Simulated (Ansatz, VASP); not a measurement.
# SiC: VASP beside Ansatz, part 3 of 3

Aim: how closely do two programs agree when they are given the same cell, functional and k mesh? The cell is taken from a series of runs on this material, whose earlier steps may have relaxed, scaled, displaced or heated it; both programs get it as it stands.

VASP 6.6.1 and Ansatz 0.2.0.

So far: Starting point; Ansatz: zone-centre phonons, PBE; VASP: zone-centre phonons, PBE.

## 3. VASP: zone-centre phonons, PBE (continued)

Level of this step: PBE; plane waves and PAW (C, Si) (VASP).

Numbers of over 12 decimals in the logs are rounded to 6 here.

Parts of OUTCAR (step 3):

```text
ion  position               nearest neighbor table
   1  0.667  0.333  0.750-   7 1.88   7 1.88   7 1.88   5 1.89
   2  0.333  0.667  0.250-   8 1.88   8 1.88   8 1.88   6 1.89
   3  1.000  1.000  0.500-   6 1.88   6 1.88   6 1.88   7 1.89
   4  1.000  1.000  0.000-   5 1.88   5 1.88   5 1.88   8 1.89
   5  0.667  0.333  0.938-   4 1.88   4 1.88   4 1.88   1 1.89   7 3.08   7 3.08   7 3.08   8 3.08
                             8 3.08   8 3.08
   6  0.333  0.667  0.438-   3 1.88   3 1.88   3 1.88   2 1.89   8 3.08   8 3.08   8 3.08   7 3.08
                             7 3.08   7 3.08
   7  1.000  1.000  0.688-   1 1.88   1 1.88   1 1.88   3 1.89   5 3.08   5 3.08   5 3.08   6 3.08
                             6 3.08   6 3.08
   8  1.000  1.000  0.188-   2 1.88   2 1.88   2 1.88   4 1.89   6 3.08   6 3.08   6 3.08   5 3.08
                             5 3.08   5 3.08

  LATTYP: Found a hexagonal cell.
 ALAT       =     3.0734569409
 C/A-ratio  =     3.2733509894

 Subroutine GETGRP returns: Found 12 space group operations
 (whereof  6 operations were pure point group operations)

The static configuration has the point symmetry C_3v.
 The point group associated with its full space group is C_6v.

 Found     36 irreducible k-points:

   k-points           NKPTS =     36   k-points in BZ     NKDIM =     36   number of bands    NBANDS=     24

   dimension x,y,z NGX =    28 NGY =   28 NGZ =   80
   dimension x,y,z NGXF=    56 NGYF=   56 NGZF=  160

   ENCUT  =  600.0 eV  44.10 Ry    6.64 a.u.   6.14  6.14 20.09*2*pi/ulx,y,z

   NELECT =      32.0000    total number of electrons

 k-points in reciprocal lattice and weights: Automatic mesh
   0.00000000  0.00000000  0.00000000       0.003
   0.11111111  0.00000000  0.00000000       0.019
   0.22222222  0.00000000  0.00000000       0.019
   0.33333333  0.00000000  0.00000000       0.019
   0.44444444  0.00000000  0.00000000       0.019
   0.11111111  0.11111111  0.00000000       0.019
   0.22222222  0.11111111  0.00000000       0.037
   0.33333333  0.11111111  0.00000000       0.037
   0.44444444  0.11111111  0.00000000       0.019
[...]
0.33333333  0.22222222  0.50000000       0.037
   0.33333333  0.33333333  0.50000000       0.006

 average (electrostatic) potential at core
       1 -44.6734       2 -44.6734       3 -44.7355       4 -44.7355       5 -80.3213
       6 -80.3213       7 -80.2789       8 -80.2789

   1 f  =   27.418083 THz   172.272893 2PiTHz  914.568789 cm-1   113.392027 meV
             X         Y         Z           dx          dy          dz
      1.536728  0.887231  7.543494    -0.000000    0.000000    0.170876
     -0.000000  1.774461  2.513242    -0.000000    0.000000   -0.170876
      1.536728  2.661692  5.034701    -0.000000   -0.000000    0.592952
      1.536728  2.661692  0.004449    -0.000000    0.000000   -0.592952
      1.536728  0.887231  9.435054     0.000000   -0.000000    0.181058
     -0.000000  1.774461  4.404802     0.000000    0.000000   -0.181058
      1.536728  2.661692  6.920749     0.000000   -0.000000   -0.293985
      1.536728  2.661692  1.890497     0.000000   -0.000000    0.293985

   2 f  =   27.173620 THz   170.736893 2PiTHz  906.414412 cm-1   112.381014 meV
             X         Y         Z           dx          dy          dz
      1.536728  0.887231  7.543494    -0.000000    0.000000   -0.590571
     -0.000000  1.774461  2.513242    -0.000000   -0.000000    0.590571
      1.536728  2.661692  5.034701    -0.000000   -0.000000    0.172420
      1.536728  2.661692  0.004449    -0.000000   -0.000000   -0.172420
      1.536728  0.887231  9.435054     0.000000    0.000000    0.294767
     -0.000000  1.774461  4.404802     0.000000    0.000000   -0.294767
      1.536728  2.661692  6.920749     0.000000   -0.000000    0.186037
      1.536728  2.661692  1.890497     0.000000   -0.000000   -0.186037

   3 f  =   24.981121 THz   156.961013 2PiTHz  833.280506 cm-1   103.313569 meV
             X         Y         Z           dx          dy          dz
      1.536728  0.887231  7.543494    -0.000000   -0.000000   -0.478369
     -0.000000  1.774461  2.513242    -0.000000    0.000000   -0.478369
      1.536728  2.661692  5.034701     0.000000    0.000000    0.520369
      1.536728  2.661692  0.004449    -0.000000    0.000000    0.520369
      1.536728  0.887231  9.435054     0.000000   -0.000000   -0.013163
     -0.000000  1.774461  4.404802    -0.000000   -0.000000   -0.013163
      1.536728  2.661692  6.920749    -0.000000   -0.000000   -0.014342
      1.536728  2.661692  1.890497     0.000000   -0.000000   -0.014342

   4 f  =   23.826558 THz   149.706682 2PiTHz  794.768441 cm-1    98.538684 meV
             X         Y         Z           dx          dy          dz
      1.536728  0.887231  7.543494     0.385035   -0.144929   -0.000000
     -0.000000  1.774461  2.513242     0.385035   -0.144929    0.000000
      1.536728  2.661692  5.034701     0.398154   -0.149867    0.000000
      1.536728  2.661692  0.004449     0.398154   -0.149867    0.000000
      1.536728  0.887231  9.435054    -0.259153    0.097547    0.000000
     -0.000000  1.774461  4.404802    -0.259153    0.097547   -0.000000
      1.536728  2.661692  6.920749    -0.253006    0.095233   -0.000000
      1.536728  2.661692  1.890497    -0.253006    0.095233   -0.000000

   5 f  =   23.826558 THz   149.706682 2PiTHz  794.768441 cm-1    98.538684 meV
             X         Y         Z           dx          dy          dz
      1.536728  0.887231  7.543494    -0.144929   -0.385035   -0.000000
     -0.000000  1.774461  2.513242    -0.144929   -0.385035   -0.000000
      1.536728  2.661692  5.034701    -0.149867   -0.398154    0.000000
      1.536728  2.661692  0.004449    -0.149867   -0.398154    0.000000
      1.536728  0.887231  9.435054     0.097547    0.259153   -0.000000
     -0.000000  1.774461  4.404802     0.097547    0.259153   -0.000000
      1.536728  2.661692  6.920749     0.095233    0.253006   -0.000000
      1.536728  2.661692  1.890497     0.095233    0.253006   -0.000000

   6 f  =   23.489873 THz   147.591224 2PiTHz  783.537818 cm-1    97.146265 meV
             X         Y         Z           dx          dy          dz
      1.536728  0.887231  7.543494     0.448492   -0.168815    0.000000
     -0.000000  1.774461  2.513242    -0.448492    0.168815    0.000000
      1.536728  2.661692  5.034701    -0.342737    0.129008    0.000000
      1.536728  2.661692  0.004449     0.342737   -0.129008   -0.000000
      1.536728  0.887231  9.435054    -0.241204    0.090791   -0.000000
     -0.000000  1.774461  4.404802     0.241204   -0.090791   -0.000000
      1.536728  2.661692  6.920749    -0.247301    0.093086   -0.000000
      1.536728  2.661692  1.890497     0.247301   -0.093086   -0.000000

   7 f  =   23.489873 THz   147.591224 2PiTHz  783.537818 cm-1    97.146265 meV
             X         Y         Z           dx          dy          dz
      1.536728  0.887231  7.543494    -0.168815   -0.448492   -0.000000
     -0.000000  1.774461  2.513242     0.168815    0.448492   -0.000000
      1.536728  2.661692  5.034701     0.129008    0.342737   -0.000000
      1.536728  2.661692  0.004449    -0.129008   -0.342737   -0.000000
      1.536728  0.887231  9.435054     0.090791    0.241204    0.000000
     -0.000000  1.774461  4.404802    -0.090791   -0.241204    0.000000
      1.536728  2.661692  6.920749     0.093086    0.247301    0.000000
      1.536728  2.661692  1.890497    -0.093086   -0.247301    0.000000

   8 f  =   23.369842 THz   146.837045 2PiTHz  779.534004 cm-1    96.649855 meV
             X         Y         Z           dx          dy          dz
      1.536728  0.887231  7.543494    -0.000000   -0.000000    0.442964
     -0.000000  1.774461  2.513242     0.000000    0.000000    0.442964
      1.536728  2.661692  5.034701     0.000000    0.000000    0.392787
      1.536728  2.661692  0.004449    -0.000000   -0.000000    0.392787
      1.536728  0.887231  9.435054     0.000000    0.000000   -0.282019
     -0.000000  1.774461  4.404802    -0.000000   -0.000000   -0.282019
      1.536728  2.661692  6.920749    -0.000000    0.000000   -0.264512
      1.536728  2.661692  1.890497    -0.000000   -0.000000   -0.264512

   9 f  =   23.246783 THz   146.063848 2PiTHz  775.429226 cm-1    96.140928 meV
             X         Y         Z           dx          dy          dz
      1.536728  0.887231  7.543494     0.339844   -0.127919   -0.000000
     -0.000000  1.774461  2.513242    -0.339844    0.127919   -0.000000
      1.536728  2.661692  5.034701     0.446823   -0.168186   -0.000000
      1.536728  2.661692  0.004449    -0.446823    0.168186   -0.000000
      1.536728  0.887231  9.435054     0.249398   -0.093874    0.000000
     -0.000000  1.774461  4.404802    -0.249398    0.093874    0.000000
      1.536728  2.661692  6.920749    -0.246184    0.092665    0.000000
      1.536728  2.661692  1.890497     0.246184   -0.092665    0.000000

  10 f  =   23.246783 THz   146.063848 2PiTHz  775.429226 cm-1    96.140928 meV
             X         Y         Z           dx          dy          dz
      1.536728  0.887231  7.543494    -0.127919   -0.339844    0.000000
     -0.000000  1.774461  2.513242     0.127919    0.339844    0.000000
      1.536728  2.661692  5.034701    -0.168186   -0.446823    0.000000
      1.536728  2.661692  0.004449     0.168186    0.446823    0.000000
      1.536728  0.887231  9.435054    -0.093874   -0.249398   -0.000000
     -0.000000  1.774461  4.404802     0.093874    0.249398   -0.000000
      1.536728  2.661692  6.920749     0.092665    0.246184   -0.000000
      1.536728  2.661692  1.890497    -0.092665   -0.246184   -0.000000

  11 f  =   23.018610 THz   144.630190 2PiTHz  767.818169 cm-1    95.197277 meV
             X         Y         Z           dx          dy          dz
      1.536728  0.887231  7.543494    -0.408448    0.153742    0.000000
     -0.000000  1.774461  2.513242    -0.408448    0.153742    0.000000
      1.536728  2.661692  5.034701     0.396373   -0.149197    0.000000
      1.536728  2.661692  0.004449     0.396373   -0.149197    0.000000
    [... 145 further lines ...]
      1.536728  2.661692  6.920749     0.349379    0.230242    0.000000
      1.536728  2.661692  1.890497     0.349379    0.230242    0.000000

 MACROSCOPIC STATIC DIELECTRIC TENSOR IONIC CONTRIBUTION
 ------------------------------------------------------
           3.234558    -0.000000     0.000000
          -0.000000     3.234558    -0.000000
           0.000000    -0.000000     3.607806
 ------------------------------------------------------

 ELASTIC MODULI CONTR FROM IONIC RELAXATION (kBar)
 Direction    XX          YY          ZZ          XY          YZ          ZX
 --------------------------------------------------------------------------------
 XX        -497.1210    277.5907    214.6939      0.0000     -0.0000      0.0000
 YY         277.5907   -497.1210    214.6939      0.0000      0.0000     -0.0000
 ZZ         214.6939    214.6939   -421.0242     -0.0000     -0.0000      0.0000
 XY           0.0000      0.0000     -0.0000   -387.3559      0.0000     -0.0000
 YZ          -0.0000      0.0000     -0.0000      0.0000   -110.5220      0.0000
 ZX           0.0000     -0.0000      0.0000     -0.0000      0.0000   -117.5678
 --------------------------------------------------------------------------------

 PIEZOELECTRIC TENSOR IONIC CONTR  for field in x, y, z        (C/m^2)
          XX          YY          ZZ          XY          YZ          ZX
  --------------------------------------------------------------------------------
  x    -0.00000     0.00000    -0.00000     0.00000    -0.00000     0.57885
  y    -0.00000    -0.00000     0.00000    -0.00000     0.56097    -0.00000
  z     0.59105     0.59105    -1.15821    -0.00000    -0.00000     0.00000
```

## 4. Differences

Known differences besides the potentials themselves: fixed occupations in Ansatz, narrow Gaussian smearing in VASP; VASP's response is taken on the typed mesh, Ansatz refines its own for the field response alone; the cutoff is 420 eV in Ansatz and 600 eV in VASP. Total energies have different zeros and are not compared.

Compared:

```
                                     quantity  Ansatz   VASP  difference
                                        ε∞ xx    6.97   7.03     -0.79 %
                                        ε∞ yy    6.97   7.03     -0.79 %
                                        ε∞ zz    7.27   7.27     -0.04 %
 Born charge of C1 (mean of the diagonal) (e)   -2.73  -2.71       -0.02
Born charge of Si5 (mean of the diagonal) (e)    2.68   2.66       +0.02
                   optical mode 1 to 2 (cm⁻¹)   190.4  190.7     -0.16 %
                   optical mode 3 to 4 (cm⁻¹)   198.3  198.7     -0.19 %
                   optical mode 5 to 6 (cm⁻¹)   256.9  257.5     -0.24 %
                        optical mode 7 (cm⁻¹)   398.7  399.1     -0.10 %
                        optical mode 8 (cm⁻¹)   406.6  407.2     -0.14 %
                        optical mode 9 (cm⁻¹)   604.0  603.1     +0.15 %
                 optical mode 10 to 11 (cm⁻¹)   767.9  767.8     +0.01 %
                 optical mode 12 to 13 (cm⁻¹)   775.7  775.4     +0.04 %
                       optical mode 14 (cm⁻¹)   779.8  779.5     +0.03 %
                 optical mode 15 to 16 (cm⁻¹)   783.9  783.5     +0.04 %
                 optical mode 17 to 18 (cm⁻¹)   794.9  794.8     +0.02 %
                       optical mode 19 (cm⁻¹)   833.5  833.3     +0.03 %
                       optical mode 20 (cm⁻¹)   906.8  906.4     +0.05 %
                       optical mode 21 (cm⁻¹)   915.3  914.6     +0.08 %
```

Modes are paired by rising frequency, not by their patterns, so a pair may set unlike modes beside each other; they are those without the splitting of longitudinal modes.

## 5. What came out

| Property | Result |
| --- | --- |
| r.m.s. difference of the optical zone-centre modes, each program's sorted by frequency (zone-centre phonons, PBE) | 0.43 cm⁻¹ |
| difference in ε∞ xx (zone-centre phonons, PBE) | -0.8 % |

What this shows: The r.m.s. difference of the optical zone-centre modes, each program's sorted by frequency is 0.43 cm⁻¹ (zone-centre phonons, PBE). Among the rows given in per cent, the largest difference of the zone-centre phonons, PBE pair is in ε∞ xx, -0.8 %. Such differences can come from data sets, numerical settings and the points named under the comparisons, not from the functional's error against experiment.

[Lines on the potential files, build, host, timing and source positions are cut from VASP's logs without a mark.]

[Logs are printed without paths, hosts, clocks, repeated set-up lines and the standing remarks that a program may print on its own settings, such as how far it seeks lower states.]

[Hosts, paths, dates, database ids (printed as entryN), source tags and the programs' standing remarks are cut or masked in the printed files.]
